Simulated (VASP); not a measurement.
# Energy of TiCo (Pm-3m) against its total spin moment, from LDA with U = 4 eV on Co

We calculate the energy of TiCo in the Pm-3m structure with the total spin moment of the two-atom cell held at set values, and measure it against the run in which the moment is left free. The level is LDA with a U of 4 eV on Co, at fixed cell and atoms. Such a curve shows how firmly a magnet holds its moment: a steep well means that the size of the moment resists fields and thermal agitation, a shallow one that it gives way easily. This matters when a computed moment is to be used in a model of a magnetic material. It also shows whether a series of held moments stays in one magnetic state, without which interpolation between its points has no basis.

## Set-up

One system, TiCo (Pm-3m), 2 atom(s) a cell, from cells of the Materials Project database (relaxed there by DFT); atoms and cell fixed in these runs. VASP 6.6.1, plane waves with its PAW datasets (LDA 64 release), cutoff 350 eV, Methfessel-Paxton (order 1) smearing of 0.05 eV, k meshes whose coarsest spacing along a reciprocal vector is 0.26 1/Å over all runs (2π included). Functional: LDA; Hubbard U (eV): Co 4; no spin-orbit coupling. Collinear runs hold the difference of up and down electrons at set values; one run leaves it free. Runs that did not converge or carry a known fault are not listed. Non-spherical gradient corrections inside the PAW spheres (LASPH) are on in the VASP runs.

Notes on method and selection:

- Only states reached from the typed start are followed; another order may lie lower.
- Site moments count the spin inside each program's own atomic sphere, so they depend somewhat on its radius and leave out the spin between the spheres.
- The orbital state under U was not searched.
- The variable on the horizontal axis was chosen because the fit in it was close; otherwise the moment or the wavevector itself is used without a fit.
- Runs that did not converge, have known faults or may not be shown are not listed, and runs on Ansatz's PAW sets soft_1 and soft_2 are kept to separate tables.

Columns:

- total moment (μB per cell): total spin moment of the cell.
- site moment (μB): largest site spin moment inside a PAW sphere.
- energy (meV per cell): free energy less that of the free run.

## The series

| member | total moment (μB per cell) | site moment (μB) | energy (meV per cell) | remark |
| --- | --- | --- | --- | --- |
| 0.00 muB | 0.000 | 0.00 | 501.6 |  |
| 0.22 muB | 0.220 | 0.49 | ? |  |
| 0.44 muB | 0.440 | 1.37 | 136.4 |  |
| 0.66 muB | 0.660 | 1.42 | ? |  |
| 0.88 muB | 0.880 | 1.46 | 13.4 |  |
| free | 1.027 | 1.49 | 0.0 | moment left free |
| 1.10 muB | 1.100 | 1.50 | 2.1 |  |
| 1.32 muB | 1.320 | 1.53 | 43.1 |  |
| 1.54 muB | 1.540 | 1.58 | 101.6 |  |

Cells marked ? are withheld until the estimate has been made.

## Interpretation

Among the members shown, the energy falls from 501.6 meV per cell at zero moment to its lowest value in the free run, at 1.027 μB, and rises again to 101.6 meV at 1.54 μB.

Two different energies are involved. The run at zero moment has no spin on either site, whereas at 0.44 μB the Co site already carries 1.37 μB, with Ti opposed to it. The drop between these two runs, 501.6 − 136.4 = 365.2 meV, is therefore mainly the gain from forming a local moment on Co. Exchange within the Co d shell favours parallel spins, and U strengthens this.

From 0.44 to 1.54 μB the total grows by 1.10 μB but the Co moment by only 1.58 − 1.37 = 0.21 μB. Most of the change comes from the shrinking of the opposed Ti moment, and the energy here measures the cost of moving the Ti spin and its bonding to Co away from their preferred balance.

The slope of the curve is half the difference between the Fermi levels of up and down electrons, and it vanishes where the moment is free. Between 0.44 and 0.88 μB it averages (13.4 − 136.4) / 0.440 = −280 meV per μB. Above the minimum it is (43.1 − 2.1) / 0.220 = 186 meV per μB up to 1.32 μB, then (101.6 − 43.1) / 0.220 = 266 meV per μB. The well is thus steep on both sides, but between these last two intervals the slope grows less than in proportion to the distance from the minimum. A low density of states near the Fermi level in one spin channel at the free moment would have this effect; that is a possibility which the columns do not test.

TiCo in this structure is known experimentally as a paramagnet without ordered moments. The deep magnetic well belongs to this level of theory, and the U on Co is its likely cause.

## A prediction

Plain estimates from the members shown:

- 0.22 muB, straight-line interpolation between 0.00 muB and 0.44 muB: w = (0.220 − 0.000) / (0.440 − 0.000) = 0.500, so 501.6 + 0.500 × (136.4 − 501.6) = 319.0 meV per cell
- 0.66 muB, straight-line interpolation between 0.44 muB and 0.88 muB: w = (0.660 − 0.440) / (0.880 − 0.440) = 0.500, so 136.4 + 0.500 × (13.4 − 136.4) = 74.9 meV per cell

At 0.22 μB the straight line (319.0 meV) joins two different states and deserves little trust. The largest site moment is only 0.49 μB and sits on Ti, with Co pointing against the total, so the large Co moment is missing and the energy should lie near that of the nonmagnetic run. We let the gain grow as the square of the largest site moment, with the factor from 0.44 μB: 365.2 / 1.37² = 194.6 meV per μB². This gives 501.6 − 194.6 × 0.49² = 455 meV. Tried on the free run, the rule gives 501.6 − 194.6 × 1.49² = 70 meV instead of zero. Because the factor comes from Co and is applied to Ti, we take an error as large as the gain itself, about 50 meV.

At 0.66 μB the site moment of 1.42 μB fits between its neighbours, so the state is the same and interpolation is sound. The curve bends upward, however, and the straight line (74.9 meV) must be too high. An interval of equal width above the minimum gives the sag: (2.1 + 101.6) / 2 − 43.1 = 8.8 meV at 1.32 μB. Hence 74.9 − 8.8 = 66 meV. A parabola through 0.44, 0.88 and 1.10 μB would give 58 meV, but the same construction through 0.88, 1.10 and 1.54 μB falls 12 meV too low at 1.32 μB. We take half of that miss, 6 meV, as the error.

**Committed estimate, 0.22 muB: energy = 455 ± 50 meV per cell.**  
**Committed estimate, 0.66 muB: energy = 66 ± 6 meV per cell.**

## Check

| member | total moment (μB per cell) | site moment (μB) | energy (meV per cell) |
| --- | --- | --- | --- |
| 0.22 muB | 0.220 | 0.49 | 537.9 |
| 0.66 muB | 0.660 | 1.42 | 58.5 |

| member | estimate | energy (meV per cell) | computed | estimate − computed | miss in error bars |
| --- | --- | --- | --- | --- | --- |
| 0.22 muB | committed | 455.0 | 537.9 | −82.9 | 1.7 |
| 0.22 muB | interpolation | 319.0 | 537.9 | −218.9 |  |
| 0.66 muB | committed | 66.0 | 58.5 | +7.5 | 1.2 |
| 0.66 muB | interpolation | 74.9 | 58.5 | +16.4 |  |

Both estimates fell outside their error bars, and both came closer than the straight line.

At 0.22 μB we gave 455 ± 50 meV and the run gives 537.9 meV. The argument that this state lacks the large Co moment, and so lies far above the straight line, held. The rule that the energy falls with the square of the largest site moment failed even in sign: the run lies 537.9 − 501.6 = 36.3 meV above the nonmagnetic one. Moments of this size, with Ti along the total and Co against it, cost energy here, so a gain calibrated on a large Co moment could not be carried over to them.

At 0.66 μB we gave 66 ± 6 meV against 58.5 meV. The state is the same as in the neighbouring runs and the curve does bend upward, but we took the sag from the far side of the minimum, where it is 8.8 meV. Here it is 74.9 − 58.5 = 16.4 meV, nearly twice as much. The parabola that we set aside, at 58 meV, was the better choice.

## Outliers

The runs from 0.44 to 1.54 μB follow E = 400 × (M − 1.027)², with E in meV per cell, M in μB and the factor fitted to the six held runs, with the minimum set at the free one. Two members lie far above this well.

The run at 0.22 μB is the farthest: its distance from the minimum is 1.027 − 0.220 = 0.807 μB, for which the formula gives 400 × 0.807² = 260.5 meV, and the run lies 537.9 − 260.5 = 277.4 meV higher. The likeliest reason is the magnetic state reached. Its Co moment is small and points against the total, whereas the runs in the well have a large Co moment along it. That it lies above even the nonmagnetic run suggests a self-consistent solution that is not the lowest at this total moment. A start from the site moments of the 0.44 μB run could lead to a lower one.

The run at 0.00 μB lies 501.6 − 400 × 1.027² = 80 meV above the formula. It has no site moments at all, and so lacks the exchange energy of a Co moment compensated by Ti. Such a compensated state would also have zero total moment and may be lower in energy.

## Rules of thumb and their limits

Between 0.44 and 1.54 μB the quadratic formula reproduces the energies of the six held runs with a typical (root-mean-square) miss of 5 meV, against a scatter of 47 meV about their mean; the largest miss is 9 meV, at 1.32 μB. A further moment in this range can be estimated about as well, provided that Co keeps its large moment. Below 0.44 μB the site moments have to be known first.

The curvature, 2 × 400 = 800 meV per μB², gives the response to a field. With 0.058 meV per μB and tesla, 10 T changes the spin moment by 0.058 × 10 / 800 = 0.0007 μB per cell, so the moment is stiff at this level.

Of the omitted physics, spin-orbit coupling should change these energy differences by only about 1 meV, far less than the spread. The choice of U matters much more: a smaller U on Co would make the well shallower, possibly by hundreds of meV.
